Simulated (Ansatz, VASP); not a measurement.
**Cross-check of Si2W between VASP and Ansatz**

Aim: how closely do two programs agree when they are given the same cell, functional and k mesh? The structure shown is the start of the Ansatz relaxation below; VASP solves that cell, so the two are compared at the walk's first step.

Method: plane waves, with VASP 6.6.1 beside it; single point at PBEsol, in Ansatz 0.2.0.

## (1) Set-up

The structure is tetragonal, space group I4/mmm (No. 139). Conventional cell: a = 3.269 Å, b = 3.269 Å, c = 7.955 Å, α = 90.00°, β = 90.00°, γ = 90.00°. Nearest to Si lie 5 Si at 2.62 to 2.68 Å and 5 W at 2.66 to 2.67 Å. Nearest to W lie 10 Si at 2.66 to 2.67 Å. Farther neighbours are not listed.

## (2) Ansatz: relaxation, PBEsol

Ansatz runs on its PAW soft_1 files.

The two programs are compared at the cell with which this relaxation starts, whose forces are those of its first step.

File input.yaml:

```yaml
crystal:
  lattice:
    - [-1.6343540054, 1.6343540054, 3.9774261391]
    - [1.6343540054, -1.6343540054, 3.9774261391]
    - [1.6343540054, 1.6343540054, -3.9774261391]
  atoms:
    - { symbol: Si, position: [0.3351985326, 0.3351985326, 0.0] }
    - { symbol: Si, position: [0.6648014674, 0.6648014674, 0.0] }
    - { symbol: W, position: [0.0, 0.0, 0.0] }
kpoints:
  mp_grid: { grid: [20, 20, 20] }
hamiltonian:
  xc: pbesol
  pseudopotentials: { kind: paw, azcp: { folder: soft_1 }, xc_functional: pbe }
scf:
  occupations: { method: methfessel_paxton, width: 0.2 }
output:
  forces: true
  stress: true
  eigenvalues: true
relax:
  adjacent_minimum: "off"
  f_tol: 0.001
  max_steps: 60
  cell: { stress_tol: 0.01, fix: [volume] }
```

Run with:

```bash
ansatz run input.yaml --threads 4 --pin off --max-ram 10240MiB --backend cpu --events-out ev --progress --plain --runs-dir out
```

Numbers of over 12 decimals in the logs are rounded to 6 here.

What it wrote:

```text
Engine: ansatz 0.2.0, x86_64-unknown-linux-gnu
Pseudopotentials: kind: paw
Pseudopotential: Si, paw, valence charge 4, recommended cutoff 420 eV (normal), soft_1/Si.paw.azcp
Pseudopotential: W, paw, valence charge 14, recommended cutoff 420 eV (normal), soft_1/W.paw.azcp
Functional definition: PBEsol
  exchange = pbesol_x
  correlation = pbesol_c
Crystal: 3 atoms, lattice volume = 42.497 Å³
Basis set: ecut = 420 eV, 849 PW (Γ), exchange–correlation on 64×64×64 points (8 copies of the dense FFT grid, shifted against one another)
Bands: 15, of which v1, the nominal top of the filled ones, is band 11 counted from 1 (10 counted from 0)
Symmetry: 16 space group operations
Space group: I4/mmm (ITA 139), of the structure as read, at distance tolerance 3.5e-5 Å
k-points: 641 of 8000
Non-local potential: Si, projectors of the file, l = 0: 2, l = 1: 2, l = 2: 1
Non-local potential: W, projectors of the file, l = 0: 3, l = 1: 2, l = 2: 2, l = 3: 1
PAW form: soft (Blöchl's): semilocal exchange-correlation on the pseudo side does not see the compensation charge
PAW frozen core: Si, regenerated for the run's functional, and the local potential with it (the file was generated under x = pbe(κ = 0.804, μ = 0.219515), c = pbe(β = 0.066725))
PAW frozen core: W, regenerated for the run's functional, and the local potential with it (the file was generated under x = pbe(κ = 0.804, μ = 0.219515), c = pbe(β = 0.066725))
PAW one-centre angular grid: Si, 110 points (default); XC on 64 Gauss nodes
PAW one-centre angular grid: W, 590 points (default); XC on 64 Gauss nodes
Initial density: superposition of atomic densities (chi_scale 0.1, normalization cell, long waves kept (reshape's long-wave potential 0.00 eV rms))
Initial wavefunctions: pseudopotential atomic-orbital guess
Functional: x = pbesol(κ = 0.804, μ = 0.123457), c = pbesol(β = 0.046)
SCF iter   1: F=—  HF=-11502.173975 eV  |F-HF|=—  |Δ(HF+E_count)|=         —  Δρ=4.96e-2  dr2=1.13e0  ethr=3.10e-3  ⟨swp⟩=5.2  Hψ=55377  notcnv=0
preconditioner: auto → Kerker (q_TF=auto, 2.445 Å⁻¹)  [metal: Δε(μ)=0.039 eV  Ē_g=7.951 eV  σ=0.200 eV  W_gap=0.16  n_scr=10 (ndim 8)  ℏωp=21.3 eV  f_vac=0.000  D(μ)=0.34/eV (n_scr^D=0)]
SCF iter   2: F=—  HF=-11501.898439 eV  |F-HF|=—  |Δ(HF+E_count)|=   2.76e-1  S|Δr|=    0.00e0  Δρ=2.56e-2  dr2=2.21e-1  ethr=3.10e-3  ⟨swp⟩=2.5  Hψ=18996  notcnv=0
SCF iter   3: F=—  HF=-11501.823423 eV  |F-HF|=—  |Δ(HF+E_count)|=   7.50e-2  S|Δr|=    0.00e0  Δρ=7.26e-3  dr2=1.86e-2  ethr=1.01e-3  ⟨swp⟩=2.8  Hψ=17009  notcnv=0
SCF iter   4: F=—  HF=-11501.816682 eV  |F-HF|=—  |Δ(HF+E_count)|=   6.74e-3  S|Δr|=    0.00e0  Δρ=5.49e-4  dr2=7.16e-5  ethr=8.47e-5  ⟨swp⟩=2.6  Hψ=14038  notcnv=0
SCF iter   5: F=—  HF=-11501.816663 eV  |F-HF|=—  |Δ(HF+E_count)|=   1.90e-5  S|Δr|=    0.00e0  Δρ=7.25e-5  dr2=2.13e-6  ethr=3.26e-7  ⟨swp⟩=2.1  Hψ=14753  notcnv=0
SCF iter   6: F=-11501.816663 eV  HF=-11501.816663 eV  |F-HF|=4.08e-8  |Δ(HF+E_count)|=   2.01e-7  S|Δr|=    0.00e0  Δρ=1.41e-5  dr2=8.90e-8  ethr=4.55e-10  ⟨swp⟩=6.8  Hψ=48455  notcnv=0
SCF 1 converged in 6 iterations: F = -11501.816663 eV  dr2 = 8.90e-8
  greatest PAW one-centre occupation: 0.999 electrons in one spin orbital (limit 2), on the W atom at site 2 (counted from 0), in its partial waves of l = 0
relax step   1: F+E_penalty+E_count = -11501.81666270 eV  Δ(F+E_penalty+E_count) = +0.000e0 eV  max|allowed force component| = 5.075e-2 eV/Å  Δτ_max = 0.0000 Å  P = -11.961 GPa  Ω = 42.497 Å³  fix = [volume]  reactions: volume -11.961 GPa  (6 SCF iters, dr2 threshold 1.00e-7 eV, accepted)
[...]
relax step   2: F+E_penalty+E_count = -11501.81683353 eV  Δ(F+E_penalty+E_count) = -1.708e-4 eV  max|allowed force component| = 2.071e-3 eV/Å  Δτ_max = 0.0025 Å  P = -11.876 GPa  Ω = 42.497 Å³  energy of the carried Pulay correction = +5.612e-18 eV  fix = [volume]  reactions: volume -11.876 GPa  (3 SCF iters, dr2 threshold 2.80e-7 eV, accepted)
[...]
relax step   3: F+E_penalty+E_count = -11501.81685650 eV  Δ(F+E_penalty+E_count) = -2.297e-5 eV  max|allowed force component| = 8.705e-4 eV/Å  Δτ_max = 0.0001 Å  P = -11.886 GPa  Ω = 42.497 Å³  energy of the carried Pulay correction = +3.957e-16 eV  fix = [volume]  reactions: volume -11.886 GPa  (3 SCF iters, dr2 threshold 1.03e-7 eV, accepted)
[...]
relax step   4: F+E_penalty+E_count = -11501.81685686 eV  Δ(F+E_penalty+E_count) = -3.566e-7 eV  max|allowed force component| = 7.393e-4 eV/Å  Δτ_max = 0.0000 Å  P = -11.886 GPa  Ω = 42.497 Å³  fix = [volume]  reactions: volume -11.886 GPa  stress off target by 7.64e-3 GPa on what of the cell is left free  SCF on the basis re-selected at this cell (its energy is not comparable with the rows above)  (5 SCF iters)
basis re-selected at this cell: Δ(F+E_penalty+E_count) = -3.566e-7 eV, ΔP = +0.000 GPa vs the last step (what re-selecting the basis moved, of the pressure what is left beyond the Pulay correction that the steps carried, after the strain that the cell walked since its last selection, with what the two solves' SCF thresholds leave and, on support functions, any second-order correction that the steps lacked; it is no m [...]
SCF converged after 5 iterations
Stability not checked: this state was not tested for a lower state beside it, because cold or Methfessel-Paxton smearing, or corrected tetrahedra, fill the levels in a way that the test cannot read (fill_not_monotonic; see scf.lower_state_search)
Free energy (F): -11501.816857 eV
Harris-Foulkes:  -11501.816857 eV  (|F-HF|=5.46e-12)
Internal energy: -11501.818640 eV  (E = F + TS)
E sigma→0 (E₀):  -11501.817303 eV
Entropy (-TS):   0.001784 eV (0.595 meV/atom)
Fermi energy:    15.589773 eV
--- Per-component energies (eV) ---
  E_band       = -102.804263
  E_kinetic    = 508.046418
  E_local      = -921.657684  (includes V_loc(G=0)·N_el)
  E_nonlocal   = 20.562134
  E_hartree    = 393.845748
  E_xc         = -380.555365
  E_vxc        = -330.571575  (∫ρ·V_xc dr)
  E_paw        = -9446.196516  (= ΣΔE_a)
  E_vpaw       = -166.875261  (= ΣTr[D̂ρ^β])
  E_aug_tail   = 0.000223  (compensation charges beyond the density's cutoff)
  E_ewald      = -1676.148579
  E_core_change = 0.284979  (= ΣΔE_core)
  E_smearing   = 0.001784  (= −TS)
  E_closure    = 0.000000  (closes the sum)
  Σ components = -11501.816857   (vs F -11501.816857, Δ=0.00e0)
--- Forces (eV/Å), atoms counted from 1 ---
  atom   1  Si     0.00000000    -0.00000000     0.00073927
  atom   2  Si    -0.00000000    -0.00000000    -0.00073927
  atom   3  W     -0.00000000     0.00000000    -0.00000000
  max |Σ_I F_I| component: 1.04e-16 eV/Å
--- Stress (GPa, compression-positive) ---
      -11.889684      -0.000000       0.000000
       -0.000000     -11.889684       0.000000
       -0.000000      -0.000000     -11.878217
  P = ⅓ Tr σ = -11.8859 GPa (-118.859 kbar)
--- Band table (eV; the first three rows and the last of 641) ---
  k-point 0: bands = [... 7 lower, 12.4866, 12.9270, 12.9270, 16.1600, 18.1073, 18.5114, 18.5114, 18.7381]
  k-point 1: bands = [... 7 lower, 12.5001, 12.7294, 13.2071, 15.7574, 17.9781, 18.5691, 18.5708, 18.9548]
  k-point 2: bands = [... 7 lower, 12.2357, 12.5439, 13.6610, 14.8402, 17.7622, 18.7157, 18.7236, 19.3994]
  k-point 640: bands = [... 7 lower, 13.1953, 14.8042, 14.8042, 15.1437, 15.1437, 16.3185, 19.9258, 19.9866]
--- Relaxed structure (3 steps of the walk, 3 accepted, 1 SCFs on fresh bases) ---
  F+E_penalty+E_count = -11501.81685686 eV   max|allowed force component| = 7.393e-4 eV/Å   (the final SCF, on the basis selected at the relaxed cell)
  cell:  # Å, volume = 42.4966 Å³
    - [-1.635040, 1.635040, 3.974090]
    - [1.635040, -1.635040, 3.974090]
    - [1.635040, 1.635040, -3.974090]
  atoms:
    - { symbol: Si, position: [0.335537, 0.335537, 0] }
    - { symbol: Si, position: [0.664463, 0.664463, 0] }
    - { symbol: W, position: [0, 0, 0] }
```

## (3) VASP: single point, PBEsol, start cell, pair 1

The same cell, functional, mesh and smearing now go to VASP, with its own data sets.

Lines of VASP's logs that name or quote its potential files are left out, and so is its time.

File INCAR:

```
SYSTEM = Si2W
PREC = Accurate
ENCUT = 520
EDIFF = 1E-06
NELM = 120
ISMEAR = 1
SIGMA = 0.2
LREAL = .FALSE.
ALGO = Normal
GGA = PS
NBANDS = 13
LASPH = .TRUE.
LORBIT = 11
LWAVE = .FALSE.
LCHARG = .FALSE.
ISIF = 2
GGA_COMPAT = .FALSE.
KPAR = 2
```

File POSCAR:

```
Si2W
1.0
   -1.6343540000      1.6343540000      3.9774260000
    1.6343540000     -1.6343540000      3.9774260000
    1.6343540000      1.6343540000     -3.9774260000
Si W
2 1
Direct
    0.3351985681      0.3351985681      0.0000000000
    0.6648014319      0.6648014319      0.0000000000
    0.0000000000      0.0000000000      0.0000000000
```

File KPOINTS:

```
Automatic mesh
0
Gamma
20 20 20
0 0 0
```

PAW data sets: Si and W (PBE family, release 64).

Run with:

```bash
mpirun -np 2 vasp_std
```

What it wrote:

```text
[banner, memory and clock lines left out]
running    2 mpi-ranks, on    1 nodes
 distrk:  each k-point on    1 cores,    2 groups
 distr:  one band on    1 cores,    1 groups

 POSCAR found type information on POSCAR SiW
 POSCAR found :  2 types and       3 ions
|                                                                             |
|               ----> ADVICE to this user running VASP <----                  |
|                                                                             |
|     You enforced a specific xc type in the INCAR file but a different       |
|     [... a line on the potential file left out ...]
|     I HOPE YOU KNOW WHAT YOU ARE DOING!                                     |
|                                                                             |

 LDA part: xc-table for (Slater+PW92), standard interpolation
 POSCAR, INCAR and KPOINTS ok, starting setup
 FFT: planning ... GRIDC
 FFT: planning ... GRID_SOFT
 FFT: planning ... GRID
 WAVECAR not read
 entering main loop
       N       E                     dE             d eps       ncg     rms          rms(c)
DAV:   1     0.258558563573E+02    0.25856E+02   -0.59587E+03 16714   0.930E+02
DAV:   2    -0.251099807953E+02   -0.50966E+02   -0.46476E+02 20674   0.184E+02
DAV:   3    -0.275457479434E+02   -0.24358E+01   -0.23563E+01 23006   0.324E+01
DAV:   4    -0.275816152669E+02   -0.35867E-01   -0.35806E-01 19909   0.441E+00
DAV:   5    -0.275821950367E+02   -0.57977E-03   -0.57945E-03 23909   0.491E-01    0.240E+01
DAV:   6    -0.267744900233E+02    0.80771E+00   -0.25748E+00 24897   0.987E+00    0.944E+00
DAV:   7    -0.266558363817E+02    0.11865E+00   -0.27765E-01 19373   0.348E+00    0.545E+00
DAV:   8    -0.266246934213E+02    0.31143E-01   -0.53773E-02 21738   0.161E+00    0.497E-01
DAV:   9    -0.266244244951E+02    0.26893E-03   -0.26766E-03 20257   0.351E-01    0.277E-01
DAV:  10    -0.266243859903E+02    0.38505E-04   -0.41446E-04 21203   0.130E-01    0.439E-02
DAV:  11    -0.266243655129E+02    0.20477E-04   -0.74310E-05 21324   0.596E-02    0.220E-02
DAV:  12    -0.266243659247E+02   -0.41188E-06   -0.27498E-06 19407   0.126E-02
   1 F= -.26624366E+02 E0= -.26624930E+02  d E =0.169367E-02
```

OUTCAR, selected parts (step 3):

```text
ion  position               nearest neighbor table
   1  0.335  0.335  0.000-   2 2.62   3 2.66   3 2.66   3 2.66   3 2.66   3 2.67   2 2.68   2 2.68
                             2 2.68   2 2.68
   2  0.665  0.665  0.000-   1 2.62   3 2.66   3 2.66   3 2.66   3 2.66   3 2.67   1 2.68   1 2.68
                             1 2.68   1 2.68
   3  0.000  0.000  0.000-   2 2.66   2 2.66   2 2.66   1 2.66   2 2.66   1 2.66   1 2.66   1 2.66
                             1 2.67   2 2.67

  LATTYP: Found a body centered tetragonal cell.
 ALAT       =     3.2687080000
 C/A-ratio  =     2.4336380001

 Subroutine GETGRP returns: Found 16 space group operations
 (whereof 16 operations were pure point group operations)

The static configuration has the point symmetry D_4h.

 Found    641 irreducible k-points:

   k-points           NKPTS =    641   k-points in BZ     NKDIM =    641   number of bands    NBANDS=     13

   dimension x,y,z NGX =    36 NGY =   36 NGZ =   36
   dimension x,y,z NGXF=    72 NGYF=   72 NGZF=   72

   ENCUT  =  520.0 eV  38.22 Ry    6.18 a.u.   8.55  8.55  8.55*2*pi/ulx,y,z

   NELECT =      14.0000    total number of electrons

 k-points in reciprocal lattice and weights: Automatic mesh
   0.00000000  0.00000000  0.00000000       0.000
   0.05000000 -0.00000000  0.00000000       0.001
   0.10000000 -0.00000000  0.00000000       0.001
   0.15000000 -0.00000000  0.00000000       0.001
   0.20000000 -0.00000000  0.00000000       0.001
   0.25000000 -0.00000000  0.00000000       0.001
   0.30000000 -0.00000000  0.00000000       0.001
   0.35000000 -0.00000000  0.00000000       0.001
   0.40000000 -0.00000000  0.00000000       0.001
[...]
-0.45000000 -0.45000000  0.45000000       0.000
   0.50000000  0.50000000  0.50000000       0.000

 average (electrostatic) potential at core
       1 -79.7748       2 -79.7748       3 -35.4544

 E-fermi :   9.7692

 k-point     1 :       0.0000    0.0000    0.0000
  band No.  band energies     occupation
    ...
      2       3.2584      2.00000
      3       6.0328      2.00000
      4       6.6666      2.00000
      5       7.1035      2.00000
      6       7.1035      2.00000
      7      10.3305     -0.00053
      8      12.2955     -0.00000
      9      12.7539     -0.00000
     10      12.7539     -0.00000
     11      12.9438     -0.00000
    ...

 k-point     2 :       0.0500   -0.0000    0.0000
  band No.  band energies     occupation
    ...
      2       3.2571      2.00000
      3       5.9123      2.00000
      4       6.6671      2.00000
      5       7.1346      2.00000
      6       7.1492      2.00000
      7      10.1382     -0.02553
      8      12.1628     -0.00000
      9      12.5484     -0.00000
     10      12.9743     -0.00000
     11      13.0694     -0.00000
    ...

 k-point     3 :       0.1000   -0.0000    0.0000
  band No.  band energies     occupation
    ...
      3       5.6164      2.00000
      4       6.6490      2.00000
      5       7.2260      2.00000
      6       7.2487      2.00000
      7       9.7091      1.48377
      8      11.7941     -0.00000
      9      12.1803     -0.00000
     10      13.4041     -0.00000
     11      13.4578     -0.00000
     12      14.3097      0.00000
    ...

  Total       -3.2654786     -3.2654786     -3.4073985      0.0000000      0.0000000      0.0000000
  in kB     -123.1127601   -123.1127601   -128.4633217      0.0000000      0.0000000      0.0000000
  external PRESSURE =    -124.8962806 kB  Pullay stress =       0.0000000 kB

  energy-cutoff  :      520.00
  volume of cell :       42.50
      direct lattice vectors                 reciprocal lattice vectors
    -1.634354000  1.634354000  3.977426000     0.000000000  0.305931273  0.125709441
     1.634354000 -1.634354000  3.977426000     0.305931273  0.000000000  0.125709441
     1.634354000  1.634354000 -3.977426000     0.305931273  0.305931273  0.000000000

 POSITION                                       TOTAL-FORCE (eV/Angst)
 -----------------------------------------------------------------------------------
      0.00000      0.00000      2.66645        -0.000000     -0.000000      0.060453
      0.00000      0.00000      5.28840         0.000000      0.000000     -0.060453
      0.00000      0.00000      0.00000        -0.000000     -0.000000     -0.000000
 -----------------------------------------------------------------------------------
    total drift:                                0.000000      0.000000     -0.000000

  FREE ENERGIE OF THE ION-ELECTRON SYSTEM (eV)
  ---------------------------------------------------
  free  energy   TOTEN  =       -26.6243659247 eV

  energy  without entropy=      -26.6260595989  energy(sigma->0) =      -26.62493048

 total charge
# of ion       s       p       d       tot
------------------------------------------
    1        0.737   0.855   0.000   1.592
    2        0.737   0.855   0.000   1.592
    3        0.535   0.622   4.398   5.555
--------------------------------------------------
tot          2.008   2.332   4.398   8.739

[... 3 further parts left out ...]
```

The PAW data sets were made with PBE, which is usual practice but a small mismatch for other functionals. The data set W keeps the semicore shell frozen, which is cheaper and a little less accurate.

## (4) Comparison

Known differences besides the potentials themselves: the data sets hold 22 valence electrons in Ansatz (on its PAW soft_1 files) and 14 in VASP; the cutoff is 420 eV in Ansatz and 520 eV in VASP; Ansatz makes its cores anew for this functional, VASP keeps those of its PBE data sets. Total energies have different zeros and are not compared.

Forces (eV/Å; atoms numbered as in POSCAR):

```
atom        Ansatz x, y, z          VASP x, y, z
 Si1   0.000, 0.000, 0.051   0.000, 0.000, 0.060
 Si2  0.000, 0.000, -0.051  0.000, 0.000, -0.060
  W3   0.000, 0.000, 0.000   0.000, 0.000, 0.000
```

The forces differ by 4.6 meV/Å r.m.s., which is 16.0 % of the r.m.s. force of 0.029 eV/Å (both taken over all components).

## (5) Further runs

Further runs change the set-up of one program: Ansatz's method, potentials or start, or VASP's data sets, cutoff or form of LDA. The table gives that difference for each run.

```
                         run  r.m.s. force difference (meV/Å)
                    as above                              4.6
VASP with a cutoff of 600 eV (perhaps on Ansatz's relaxed cell)                              4.2
```

## (6) Ansatz: relaxation, PBEsol

The two programs are compared at the cell with which this relaxation starts, whose forces are those of its first step. The cell compared in this pair holds 36.08 Å³, against 42.50 Å³ for the pair before.

The structure compared here is the start of the Ansatz relaxation; VASP solves that cell, so the two are compared at the walk's first step.

input.yaml, the sections that differ from step 2:

```yaml
crystal:
  lattice:
    - [-1.542899572, 1.542899572, 3.7892714179]
    - [1.542899572, -1.542899572, 3.7892714179]
    - [1.542899572, 1.542899572, -3.7892714179]
  atoms:
    - { symbol: Si, position: [0.333275186, 0.333275186, 0.0] }
    - { symbol: Si, position: [0.666724814, 0.666724814, 0.0] }
    - { symbol: W, position: [0.0, 0.0, 0.0] }
# kpoints, hamiltonian, scf, output, relax: as in step 2
```

Run with:

```bash
ansatz run input.yaml --threads 4 --pin off --max-ram 10240MiB --backend cpu --events-out ev --progress --plain --runs-dir out
```

What it wrote:

```text
[...]
--- Relaxed structure (4 steps of the walk, 4 accepted, 1 SCFs on fresh bases) ---
[...]
cell:  # Å, volume = 36.0820 Å³
    - [-1.541966, 1.541966, 3.793861]
    - [1.541966, -1.541966, 3.793861]
    - [1.541966, 1.541966, -3.793861]
  atoms:
    - { symbol: Si, position: [0.332971, 0.332971, 0] }
    - { symbol: Si, position: [0.667029, 0.667029, 0] }
    - { symbol: W, position: [0, 0, 0] }
[key lines of the parts left out:]
SCF converged after 5 iterations
Free energy (F): -11501.561268 eV
Fermi energy:    18.835054 eV
P = ⅓ Tr σ = 30.6640 GPa (306.640 kbar)
```

(Continued in part 2 of 2.)

[Lines on the potential files, build, host, timing and source positions are cut from VASP's logs without a mark.]

[Logs are printed without paths, hosts, clocks, repeated set-up lines and the standing remarks that a program may print on its own settings, such as how far it seeks lower states.]

[Hosts, paths, dates, database ids (printed as entryN), source tags and the programs' standing remarks are cut or masked in the printed files.]

[Rows of further runs with another cutoff or data set may stand on the cell that Ansatz relaxed, not on the start cell of the pair above them.]
